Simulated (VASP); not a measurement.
A convergence study with VASP on MoSe2 (2H layered): one setting is varied, all else stays as given below, so the limit is that of these other settings.

```yaml
crystal:
  lattice:
    - [1.64500, -2.84922, 0.00000]
    - [1.64500, 2.84922, 0.00000]
    - [0.00000, 0.00000, 12.93000]
  atoms:
    - { symbol: Mo, position: [0.33333, 0.66667, 0.25000] }
    - { symbol: Mo, position: [0.66667, 0.33333, 0.75000] }
    - { symbol: Se, position: [0.33333, 0.66667, 0.87900] }
    - { symbol: Se, position: [0.66667, 0.33333, 0.37900] }
    - { symbol: Se, position: [0.66667, 0.33333, 0.12100] }
    - { symbol: Se, position: [0.33333, 0.66667, 0.62100] }
```

These are PBE GGA, VASP's PBE PAW potentials (set 64) (plane waves; VASP) values and carry that method's errors. The tightest run used: 550 eV cut-off, 13×13×3 Monkhorst-Pack mesh, Gaussian smearing of 0.050 eV, potentials Mo_sv Se.

**Question.** The settings run are 1×1×1 mesh; 2×2×1 mesh; 3×3×1 mesh; 4×4×1 mesh; 5×5×1 mesh; 6×6×1 mesh; 7×7×2 mesh; 8×8×2 mesh; 9×9×2 mesh; 10×10×2 mesh; 11×11×2 mesh; 12×12×3 mesh; 13×13×3 mesh. From which on does the energy per atom stay within 0.01 eV/atom of the tightest run?

**Answer.** From 5×5×1 mesh on: it is off by 0.0066 there and by no more than 0.01 in any finer run, while 4×4×1 mesh is off by 0.0135.
```tsv
setting	E (eV/atom)	pressure (GPa)	irreducible k-points	difference judged (eV/atom)
1×1×1 mesh	-3.3807	26.11	1	3.2640
2×2×1 mesh	-6.7574	2.41	2	0.1127
3×3×1 mesh	-6.6491	3.26	3	0.0045
4×4×1 mesh	-6.6312	3.63	6	0.0135
5×5×1 mesh	-6.6380	3.52	5	0.0066
6×6×1 mesh	-6.6377	3.52	12	0.0070
7×7×2 mesh	-6.6447	3.35	8	0.0001
8×8×2 mesh	-6.6447	3.34	20	0.0001
9×9×2 mesh	-6.6447	3.35	12	0.0000
10×10×2 mesh	-6.6447	3.34	30	0.0000
11×11×2 mesh	-6.6447	3.34	16	0.0000
12×12×3 mesh	-6.6446	3.35	84	0.0000
13×13×3 mesh	-6.6446	3.35	42	0.0000
```

Left out are rungs that failed or repeat a setting and relaxations that didn't move; long series are thinned to 24 rows.

The compound is MoSe2 in the 2H layered structure. The cell was not relaxed at this level.
